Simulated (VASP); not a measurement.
Method: r2SCAN meta-GGA, VASP's PBE PAW potentials (set 64) (plane waves; VASP 6.6.1).

VASP input:

### INCAR
```
# general
SYSTEM   =  RuAl
PREC     =  Accurate
ENCUT    =  520
LREAL    =  .FALSE.
LASPH    =  .TRUE.

# electronic loop
EDIFF    =  1E-7
NELM     =  100
ALGO     =  Normal
LMAXMIX  =  4
LMIXTAU  =  .TRUE.

# smearing
ISMEAR   =  1
SIGMA    =  0.1

# functional
METAGGA  =  R2SCAN

# ions
ISIF     =  2

# output
LWAVE    =  .FALSE.
LCHARG   =  .FALSE.
```

File POSCAR:
```
RuAl
6.0835670
  0.5000000195   0.0000000000   0.0000000000
  0.0000000000   0.5000000195   0.0000000000
  0.0000000000   0.0000000000   0.5000000195
Al Ru
1 1
Cart
  0.2500000097   0.2500000097   0.2500000097
  0.0000000000   0.0000000000   0.0000000000
```

File KPOINTS:
```
Automatic mesh
0
Gamma
12 12 12
0 0 0
```

POTCAR, in this order: Al Ru_pv (PBE.64 set). Program: vasp_std.

The run wrote:

OUTCAR:
```
 ion  position               nearest neighbor table
   1  0.500  0.500  0.500-   2 2.63   2 2.63   2 2.63   2 2.63   2 2.63   2 2.63   2 2.63   2 2.63
  LATTYP: Found a simple cubic cell.
 ALAT       =     3.0417836185
 Subroutine PRICEL returns:
 Original cell was already a primitive cell.
 Subroutine GETGRP returns: Found 48 space group operations
The static configuration has the point symmetry O_h .
The dynamic configuration has the point symmetry O_h .
 Subroutine INISYM returns: Found 48 space group operations
 Subroutine IBZKPT returns following result:
 Found     84 irreducible k-points:

 Following reciprocal coordinates:
            Coordinates               Weight
  0.000000  0.000000  0.000000      1.000000
  0.083333  0.000000  0.000000      6.000000
  0.166667  0.000000  0.000000      6.000000
  0.250000  0.000000  0.000000      6.000000
  0.333333  0.000000  0.000000      6.000000
  0.416667  0.000000  0.000000      6.000000
  0.500000  0.000000  0.000000      3.000000
  0.083333  0.083333  0.000000     12.000000
  0.166667  0.083333  0.000000     24.000000
  0.250000  0.083333  0.000000     24.000000
...
```

File OSZICAR:
```
       N       E                     dE             d eps       ncg     rms          rms(c)
DAV:   1     0.980939051153E+02    0.98094E+02   -0.96294E+03  2016   0.136E+03
DAV:   2    -0.359958389950E+02   -0.13409E+03   -0.12966E+03  2188   0.362E+02
DAV:   3    -0.388087948434E+02   -0.28130E+01   -0.27150E+01  2464   0.523E+01
DAV:   4    -0.388431203898E+02   -0.34326E-01   -0.34298E-01  2352   0.563E+00
DAV:   5    -0.388442365993E+02   -0.11162E-02   -0.11160E-02  2848   0.794E-01    0.140E+01
DAV:   6    -0.336124838065E+02    0.52318E+01   -0.77607E+00  2116   0.367E+01    0.397E+00
DAV:   7    -0.335243982339E+02    0.88086E-01   -0.91157E-01  2120   0.114E+01    0.178E+00
DAV:   8    -0.335506007691E+02   -0.26203E-01   -0.27731E-02  2084   0.200E+00    0.871E-01
DAV:   9    -0.335562047917E+02   -0.56040E-02   -0.32777E-02  2084   0.219E+00    0.461E-01
DAV:  10    -0.335537378276E+02    0.24670E-02   -0.36997E-03  2208   0.794E-01    0.181E-01
DAV:  11    -0.335538015090E+02   -0.63681E-04   -0.58566E-04  2324   0.279E-01    0.299E-02
DAV:  12    -0.335536598988E+02    0.14161E-03   -0.13189E-04  2116   0.144E-01    0.137E-02
DAV:  13    -0.335536270641E+02    0.32835E-04   -0.15399E-05  2304   0.510E-02    0.230E-03
DAV:  14    -0.335536273242E+02   -0.26013E-06   -0.75547E-07  2520   0.985E-03    0.141E-03
DAV:  15    -0.335536267696E+02    0.55456E-06   -0.25702E-07  2124   0.652E-03    0.616E-04
DAV:  16    -0.335536267945E+02   -0.24883E-07   -0.40059E-08  1148   0.241E-03
   1 F= -.33553627E+02 E0= -.33553606E+02  d E =-.610052E-04
```

**OUTCAR**
```
------------------------ aborting loop because EDIFF is reached ----------------------------------------
  FORCE on cell =-STRESS in cart. coord.  units (eV):
  Direction    XX          YY          ZZ          XY          YZ          ZX
  --------------------------------------------------------------------------------------
  Total       -2.0372286     -2.0372286     -2.0372286     -0.0000000     -0.0000000      0.0000000
  in kB     -115.9752698   -115.9752698   -115.9752698     -0.0000000     -0.0000000      0.0000000
  external PRESSURE =    -115.9752698 kB  Pullay stress =       0.0000000 kB
  volume of cell :       28.14
      direct lattice vectors                 reciprocal lattice vectors
     3.041783618  0.000000000  0.000000000     0.328754483  0.000000000  0.000000000
     0.000000000  3.041783618  0.000000000     0.000000000  0.328754483  0.000000000
     0.000000000  0.000000000  3.041783618     0.000000000  0.000000000  0.328754483
 POSITION                                       TOTAL-FORCE (eV/Angst)
 -----------------------------------------------------------------------------------
      1.52089      1.52089      1.52089         0.000000      0.000000      0.000000
      0.00000      0.00000      0.00000         0.000000      0.000000      0.000000
 -----------------------------------------------------------------------------------
    total drift:                                0.000000      0.000000      0.000000
  FREE ENERGIE OF THE ION-ELECTRON SYSTEM (eV)
  ---------------------------------------------------
  free  energy   TOTEN  =       -33.5536267945 eV

  energy  without entropy=      -33.5535657893  energy(sigma->0) =      -33.55360646
```
(Selected blocks of OUTCAR.)

The compound is RuAl in the CsCl type structure. This cell is one point of a volume scan, at 1.06 of the reference volume. The electron count is odd and the run is not spin-polarised, which forces a metal.
